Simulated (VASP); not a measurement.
Here is the system:

```yaml
crystal:
  lattice:
    - [0.00000, 2.61138, 2.61138]
    - [2.61138, 0.00000, 2.61138]
    - [2.61138, 2.61138, 0.00000]
  atoms:
    - { symbol: Mg, position: [0.00000, 0.00000, 0.00000] }
    - { symbol: S, position: [0.50000, 0.50000, 0.50000] }
```

These are PBE GGA, VASP's PBE PAW potentials (set 64) (plane waves; VASP) values and carry that method's errors. Numerical set-up: 520 eV cut-off, Gaussian smearing of 0.050 eV, potentials Mg S.

**Question.** Give the energies of bands 2 to 7 at the high-symmetry points, in eV from the valence-band maximum.

**Answer.** 
```
band     Γ      X      U      L      W
----  ----  -----  -----  -----  -----
2     0.00  -4.13  -3.64  -4.77  -3.18
3     0.00  -1.66  -3.14  -0.58  -3.18
4     0.00  -1.66  -1.34  -0.58  -2.33
5     3.62   2.75   3.89   4.53   5.21
6     7.96   4.43   6.69   6.89   7.94
7     7.96  11.89   9.65   6.89   7.94
```

The gap is indirect, 2.75 eV, from the valence maximum at Γ to the conduction minimum at X.

The compound is MgS in the rock salt structure. It was relaxed first.
